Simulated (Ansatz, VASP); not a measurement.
# ScIr3C: VASP beside Ansatz

INCAR

```
SYSTEM = ScIr3C
PREC = Accurate
ENCUT = 520
EDIFF = 1E-6
ISMEAR = -1
SIGMA = 0.1
LREAL = .False.
LASPH = .True.
NELM = 80
ALGO = Normal
ISIF = 2
LWAVE = .False.
LCHARG = .True.
GGA = PS
LELF = .True.
LVHAR = .True.
NBANDS = 29
```

The input KPOINTS:

```
Automatic mesh
0
Gamma
  5 5 5
  0 0 0
```

POSCAR

```
ScIr3C
1.0
    4.6851360000      0.0000000000      0.0000000000
    0.0000000000      4.6851360000      0.0000000000
    0.0000000000      0.0000000000      4.6851360000
Sc Ir C
1 3 1
Direct
    0.0213440976      0.0000000000      0.0000000000
    0.5000000000      0.0000000000      0.0000000000
    0.0000000000      0.5000000000      0.0000000000
    0.0000000000      0.0000000000      0.5000000000
    0.5000000000      0.5000000000      0.5000000000
```

Input for Ansatz:

```yaml
crystal:
  lattice:
    - [4.685136, 0.0, 0.0]
    - [0.0, 4.685136, 0.0]
    - [0.0, 0.0, 4.685136]
  atoms:
    - { symbol: Sc, position: [0.021344097588629235, 0.0, 0.0] }
    - { symbol: Ir, position: [0.5, 0.0, 0.0] }
    - { symbol: Ir, position: [0.0, 0.5, 0.0] }
    - { symbol: Ir, position: [0.0, 0.0, 0.5] }
    - { symbol: C, position: [0.5, 0.5, 0.5] }
kpoints:
  mp_grid:
    grid: [5, 5, 5]
hamiltonian:
  xc: pbesol
scf:
  occupations:
    method: fermi_dirac
    width: 0.1
output:
  forces: true
```

The cell comes from a database or a generator and needn't be the stable form of this composition.

Alike in both runs: task single point; functional PBEsol; k mesh 5 × 5 × 5; occupations fermi-dirac, width 0.1 eV; no spin polarisation.

```csv
,VASP,Ansatz
version,VASP 6.6.1,Ansatz 0.2.0
potentials or method,"VASP PAW PBE potentials, release 64 (Sc_sv, Ir, C)","plane waves, PAW"
plane-wave cutoff (eV),520,420
valence electrons in the cell,42,66
```

|  | VASP | Ansatz | Ansatz less VASP |
| --- | --- | --- | --- |
| rms of the force components (eV/Å) | 0.745 | 0.694 | -0.0511 |

Atom by atom the forces differ by 0.051 eV/Å (rms over components). The two sets of potentials don't hold the same shells in valence.

Caveats: the PAW data sets were made with another functional, which shifts forces and pressure a little (VASP). Spin-orbit coupling is left out, which matters for the levels of Ir.
